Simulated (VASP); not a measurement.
# GaSn: structure and properties in VASP, part 2 of 4

What structure does GaSn take at this level, and what are its properties? The cell is invented: other elements were put on sites of a known structure type. It may not be a known or stable phase. Left out of this account: 1 further run (core levels: core levels are not valid at this level).

VASP 6.6.1; r2SCAN with rVV10; plane waves and PAW (Ga_d, Sn_d); invented cell.

Still holding for the runs below: The k-mesh is coarse for a metal.

So far. Step 2 (Rough relaxation of the start cell): It ends with forces that vanish by symmetry and a pressure of 0.12 GPa. The relaxed cell has a = 4.252, c = 6.202 Å (conventional setting).

**3. Full relaxation (r2SCAN + rVV10)**

Properties are meant for the cell that this level of theory prefers, so cell and atoms are relaxed first (ISIF = 3) until forces and stress are small; EDIFFG sets the threshold.

Contents of INCAR:

```
SYSTEM = GaSn
PREC = Accurate
ENCUT = 400
EDIFF = 1E-06
NELM = 100
ISMEAR = 1
SIGMA = 0.2
LREAL = .FALSE.
ALGO = Normal
METAGGA = R2SCAN
LUSE_VDW = .TRUE.
IVDW_NL = 2
BPARAM = 11.95
CPARAM = 0.0093
LASPH = .TRUE.
NBANDS = 33
LORBIT = 11
LWAVE = .FALSE.
LCHARG = .FALSE.
KPAR = 2
IBRION = 2
NSW = 60
ISIF = 3
EDIFFG = -0.01
```

Contents of POSCAR:

```
GaSn
1.0
    4.2519717604      0.0000000003      0.0000000000
   -2.1259858747      3.6823155624      0.0000000000
    0.0000000000      0.0000000000      6.2020166378
Ga Sn
2 2
Direct
    0.6666666700      0.3333333300      0.7500000000
    0.3333333300      0.6666666700      0.2500000000
    0.0000000000      0.0000000000      0.0000000000
    0.0000000000      0.0000000000      0.5000000000
```

Contents of KPOINTS:

```
Automatic mesh
0
Gamma
6 6 4
0 0 0
```

Potentials, in the order of the species: Ga_d and Sn_d (PBE family, release 64).

Launch:

```console
$ mpirun -np 2 vasp_std
```

Output:

```text
[banner, memory and clock lines left out]
running    2 mpi-ranks, on    1 nodes
 distrk:  each k-point on    1 cores,    2 groups
 distr:  one band on    1 cores,    1 groups

 POSCAR found type information on POSCAR GaSn
 POSCAR found :  2 types and       4 ions
 [... a notice as in an earlier step ...]

 [... a notice as in an earlier step ...]

 LDA part: xc-table for (None), standard interpolation
 POSCAR, INCAR and KPOINTS ok, starting setup
 FFT: planning ... GRIDC
 FFT: planning ... GRID_SOFT
 FFT: planning ... GRID
 WAVECAR not read
 entering main loop
       N       E                     dE             d eps       ncg     rms          rms(c)
Total rVV10 correction in eV:      1.5581857    57.9359691
Total rVV10 correction in eV:      1.5581857    57.9359691
DAV:   1     0.371462046802E+03    0.37146E+03   -0.24191E+04  1386   0.245E+03
DAV:   2    -0.179339221058E+02   -0.38940E+03   -0.38487E+03  1434   0.546E+02
DAV:   3    -0.744819297155E+02   -0.56548E+02   -0.56073E+02  1618   0.183E+02
DAV:   4    -0.766986777113E+02   -0.22167E+01   -0.22111E+01  1582   0.406E+01
DAV:   5    -0.767826804966E+02   -0.84003E-01   -0.83989E-01  2162   0.737E+00    0.453E+00
Total rVV10 correction in eV:      1.5505628    57.9359731
Total rVV10 correction in eV:      1.5505628    57.9359731
DAV:   6    -0.700626780623E+02    0.67200E+01   -0.18209E+00  1694   0.176E+01    0.225E+00
Total rVV10 correction in eV:      1.5507405    57.9359732
Total rVV10 correction in eV:      1.5507405    57.9359732
DAV:   7    -0.700705526488E+02   -0.78746E-02   -0.66897E-02  1652   0.275E+00    0.105E+00
Total rVV10 correction in eV:      1.5513832    57.9359732
Total rVV10 correction in eV:      1.5513832    57.9359732
DAV:   8    -0.700766247871E+02   -0.60721E-02   -0.15018E-02  1676   0.842E-01    0.125E-01
Total rVV10 correction in eV:      1.5512109    57.9359732
Total rVV10 correction in eV:      1.5512109    57.9359732
DAV:   9    -0.700761103757E+02    0.51441E-03   -0.47158E-03  1696   0.856E-01    0.390E-02
Total rVV10 correction in eV:      1.5514268    57.9359732
Total rVV10 correction in eV:      1.5514268    57.9359732
DAV:  10    -0.700761385833E+02   -0.28208E-04   -0.29660E-04  1634   0.150E-01    0.171E-02
Total rVV10 correction in eV:      1.5515387    57.9359732
Total rVV10 correction in eV:      1.5515387    57.9359732
DAV:  11    -0.700761390464E+02   -0.46302E-06   -0.31331E-05  2059   0.392E-02    0.679E-03
Total rVV10 correction in eV:      1.5516179    57.9359732
Total rVV10 correction in eV:      1.5516179    57.9359732
DAV:  12    -0.700761345824E+02    0.44640E-05   -0.14359E-05  1737   0.442E-02    0.293E-03
Total rVV10 correction in eV:      1.5516055    57.9359732
Total rVV10 correction in eV:      1.5516055    57.9359732
DAV:  13    -0.700761348874E+02   -0.30499E-06   -0.12568E-06   914   0.132E-02
Total rVV10 correction in eV:      1.5515913    57.9359732
Total rVV10 correction in eV:      1.5515913    57.9359732
Total rVV10 correction in eV:      1.5515962    57.9359732
Total rVV10 correction in eV:      1.5515962    57.9359732
   1 F= -.70076135E+02 E0= -.70072666E+02  d E =-.700761E+02
 curvature:   0.00 expect dE= 0.000E+00 dE for cont linesearch  0.000E+00
 trial: gam= 0.00000 g(F)=  0.244E-43 g(S)=  0.170E-02 ort = 0.000E+00 (trialstep = 0.100E+01)
 search vector abs. value=  0.170E-02
 bond charge predicted
       N       E                     dE             d eps       ncg     rms          rms(c)
Total rVV10 correction in eV:      1.5512106    57.9359732
Total rVV10 correction in eV:      1.5512106    57.9359732
DAV:   1    -0.701098926109E+02   -0.33758E-01   -0.60676E-01  1667   0.103E+01    0.102E+00
Total rVV10 correction in eV:      1.5534510    57.9359729
Total rVV10 correction in eV:      1.5534510    57.9359729
DAV:   2    -0.700843817552E+02    0.25511E-01   -0.49305E-02  1746   0.297E+00    0.474E-01
Total rVV10 correction in eV:      1.5550893    57.9359729
Total rVV10 correction in eV:      1.5550893    57.9359729
DAV:   3    -0.700776699117E+02    0.67118E-02   -0.15896E-02  1879   0.159E+00    0.816E-02
Total rVV10 correction in eV:      1.5551639    57.9359729
Total rVV10 correction in eV:      1.5551639    57.9359729
DAV:   4    -0.700772518478E+02    0.41806E-03   -0.10950E-03  1500   0.336E-01    0.293E-02
Total rVV10 correction in eV:      1.5552916    57.9359729
Total rVV10 correction in eV:      1.5552916    57.9359729
DAV:   5    -0.700772173403E+02    0.34508E-04   -0.93136E-05  1835   0.754E-02    0.145E-02
Total rVV10 correction in eV:      1.5553399    57.9359729
Total rVV10 correction in eV:      1.5553399    57.9359729
DAV:   6    -0.700772193805E+02   -0.20402E-05   -0.21030E-05  1706   0.577E-02    0.752E-03
Total rVV10 correction in eV:      1.5553965    57.9359729
Total rVV10 correction in eV:      1.5553965    57.9359729
DAV:   7    -0.700772201620E+02   -0.78146E-06   -0.30008E-06  1047   0.208E-02
Total rVV10 correction in eV:      1.5554016    57.9359729
Total rVV10 correction in eV:      1.5554016    57.9359729
Total rVV10 correction in eV:      1.5553955    57.9359729
Total rVV10 correction in eV:      1.5553955    57.9359729
   2 F= -.70077220E+02 E0= -.70073882E+02  d E =-.108527E-02
[...]
3 F= -.70077238E+02 E0= -.70073912E+02  d E =-.110274E-02
[...]
4 F= -.70077235E+02 E0= -.70073905E+02  d E =-.110044E-02
[...]
5 F= -.70077238E+02 E0= -.70073910E+02  d E =-.110276E-02
[...]
6 F= -.70077438E+02 E0= -.70074314E+02  d E =-.200608E-03
 trial-energy change:   -0.000201  1 .order   -0.000200   -0.000265   -0.000136
 step:   2.1057(harm=  2.1057)  dis= 0.00000  next Energy=   -70.077510 (dE=-0.272E-03)
 bond charge predicted
       N       E                     dE             d eps       ncg     rms          rms(c)
Total rVV10 correction in eV:      1.5560163    57.9359731
Total rVV10 correction in eV:      1.5560163    57.9359731
DAV:   1    -0.700789884073E+02   -0.15498E-02   -0.37865E-02  1616   0.146E+00    0.231E-01
Total rVV10 correction in eV:      1.5561952    57.9359732
Total rVV10 correction in eV:      1.5561952    57.9359732
DAV:   2    -0.700780289263E+02    0.95948E-03   -0.17602E-03  1573   0.558E-01    0.141E-01
Total rVV10 correction in eV:      1.5563525    57.9359732
Total rVV10 correction in eV:      1.5563525    57.9359732
DAV:   3    -0.700774901802E+02    0.53875E-03   -0.64143E-04  1724   0.332E-01    0.804E-03
Total rVV10 correction in eV:      1.5563392    57.9359732
Total rVV10 correction in eV:      1.5563392    57.9359732
DAV:   4    -0.700775084559E+02   -0.18276E-04   -0.22908E-04  1433   0.150E-01    0.642E-03
Total rVV10 correction in eV:      1.5563331    57.9359732
Total rVV10 correction in eV:      1.5563331    57.9359732
DAV:   5    -0.700775080809E+02    0.37501E-06   -0.69440E-06  1790   0.241E-02
Total rVV10 correction in eV:      1.5563415    57.9359732
Total rVV10 correction in eV:      1.5563415    57.9359732
Total rVV10 correction in eV:      1.5563391    57.9359732
Total rVV10 correction in eV:      1.5563391    57.9359732
   7 F= -.70077508E+02 E0= -.70074634E+02  d E =-.270437E-03
 curvature:  -1.18 expect dE=-0.123E-05 dE for cont linesearch -0.220E-06
 trial: gam= 0.01268 g(F)=  0.202E-43 g(S)=  0.104E-05 ort =-0.735E-05 (trialstep = 0.124E+01)
 search vector abs. value=  0.901E-06
 reached required accuracy - stopping structural energy minimisation
```

It took 9.9 min on 2 MPI ranks of AMD EPYC 7R43, shared host; peak memory 0.58 GiB.

OUTCAR, selected parts (step 3):

```text
  LATTYP: Found a hexagonal cell.
 ALAT       =     4.2519717604
 C/A-ratio  =     1.4586213144

 Found     21 irreducible k-points:

   k-points           NKPTS =     21   k-points in BZ     NKDIM =     21   number of bands    NBANDS=     33

   dimension x,y,z NGX =    28 NGY =   28 NGZ =   40
   dimension x,y,z NGXF=    56 NGYF=   56 NGZF=   80

   ENCUT  =  400.0 eV  29.40 Ry    5.42 a.u.   6.93  6.93 10.11*2*pi/ulx,y,z

   NELECT =      54.0000    total number of electrons

 E-fermi :   6.1244

 k-point     1 :       0.0000    0.0000    0.0000
  band No.  band energies     occupation
    ...
     22      -1.0503      2.00000
     23      -1.0244      2.00000
     24       5.6813      2.00750
     25       5.6814      2.00750
     26       6.1752      0.58534
     27       7.9485     -0.00000
     28       7.9485     -0.00000
     29       7.9833     -0.00000
     30       9.4370     -0.00000
     31       9.4437     -0.00000
    ...

 k-point     2 :       0.1667    0.0000    0.0000
  band No.  band energies     occupation
    ...
     22      -0.7470      2.00000
     23      -0.7411      2.00000
     24       2.9860      2.00000
     25       4.9382      2.00000
     26       5.6253      2.00236
     27       7.3065     -0.00000
     28       8.4314     -0.00000
     29       8.5588     -0.00000
     30       9.0222     -0.00000
     31       9.4004     -0.00000
    ...

  Total       -0.0063291     -0.0063291     -0.0024931     -0.0000000      0.0000000      0.0000000
  in kB       -0.1034860     -0.1034860     -0.0407639     -0.0000000      0.0000000      0.0000000
  external PRESSURE =      -0.0825787 kB  Pullay stress =       0.0000000 kB

  energy-cutoff  :      400.00
  volume of cell :       97.99
      direct lattice vectors                 reciprocal lattice vectors
     4.274039824  0.000000000 -0.000000000     0.233970679  0.135083034 -0.000000000
    -2.137019906  3.701427066  0.000000000    -0.000000000  0.270166069 -0.000000000
     0.000000000  0.000000000  6.193897806     0.000000000 -0.000000000  0.161449225

 POSITION                                       TOTAL-FORCE (eV/Angst)
 -----------------------------------------------------------------------------------
      2.13702      1.23381      4.64542        -0.000000     -0.000000     -0.000000
     -0.00000      2.46762      1.54847        -0.000000      0.000000      0.000000
      0.00000      0.00000     -0.00000         0.000000     -0.000000      0.000000
      0.00000      0.00000      3.09695         0.000000     -0.000000      0.000000
 -----------------------------------------------------------------------------------
    total drift:                               -0.000005      0.000003      0.000000

  FREE ENERGIE OF THE ION-ELECTRON SYSTEM (eV)
  ---------------------------------------------------
  free  energy   TOTEN  =       -70.0775080809 eV

  energy  without entropy=      -70.0688848645  energy(sigma->0) =      -70.07463368

 total charge
# of ion       s       p       d       tot
------------------------------------------
    1        0.993   0.591   9.945  11.529
    2        0.993   0.591   9.945  11.529
    3        1.191   1.103   9.986  12.280
    4        1.191   1.103   9.986  12.280
--------------------------------------------------
tot          4.368   3.388  39.863  47.618

[... 3 parts as in an earlier step ...]

[... 7 further parts left out ...]
```

CONTCAR:

```
GaSn
   1.00000000000000
     4.2740398235873149    0.0000000003361622   -0.0000000000000000
    -2.1370199062351429    3.7014270657436121    0.0000000000000000
     0.0000000000000000    0.0000000000000000    6.1938978060603889
  Ga              Sn
     2     2
Direct
     0.6666666699999979    0.3333333300000021    0.7500000000000000
     0.3333333300000021    0.6666666699999979    0.2500000000000000
     0.0000000000000000    0.0000000000000000    0.0000000000000000
     0.0000000000000000    0.0000000000000000    0.5000000000000000
```

Relaxation path:

```csv
step,energy less that of the first step (eV),largest force (eV/Å),pressure (GPa),volume (Å³)
1,0.0000,0.0000,0.34,97.11
2,-0.0011,0.0000,0.03,97.84
3,-0.0011,0.0000,-0.08,97.94
4,-0.0011,0.0000,0.03,97.90
5,-0.0011,0.0000,-0.03,97.93
6,-0.0013,0.0000,-0.03,97.96
7,-0.0014,0.0000,-0.01,97.99
```

```csv
"conventional cell, symmetrised",before,after,change
a (Å),4.252,4.274,+0.5 %
b (Å),4.252,4.274,+0.5 %
c (Å),6.202,6.194,-0.1 %
volume (Å³/atom),24.28,24.50,+0.9 %
```

Final coordinates:

```
Ga Sn
1.0
     4.27404    0.00000    0.00000
    -2.13702    3.70143    0.00000
     0.00000    0.00000    6.19390
Ga Sn
2 2
Direct
  0.66667 0.33333 0.75000
  0.33333 0.66667 0.25000
  0.00000 0.00000 0.00000
  0.00000 0.00000 0.50000
```

This step gave:

```yaml
irreducible_k_points: 21
free_energy_toten: -70.0775 eV
energy_at_zero_smearing: -70.0746 eV
fermi_energy: 6.124 eV
pressure: -0.008258 GPa
scf_cycles_over_all_ionic_steps: 44
```

It ends with forces that vanish by symmetry and a pressure of -0.01 GPa.

[end of part 2 of 4]

[Lines on the potential files, build, host, timing and source positions are cut from VASP's logs without a mark.]

[Logs are printed without paths, hosts, clocks, repeated set-up lines and the standing remarks that a program may print on its own settings, such as how far it seeks lower states.]

[Hosts, paths, dates, database ids (printed as entryN), source tags and the programs' standing remarks are cut or masked in the printed files.]

[A measured line is paired with the nearest computed mode of its activity, which favours agreement.]
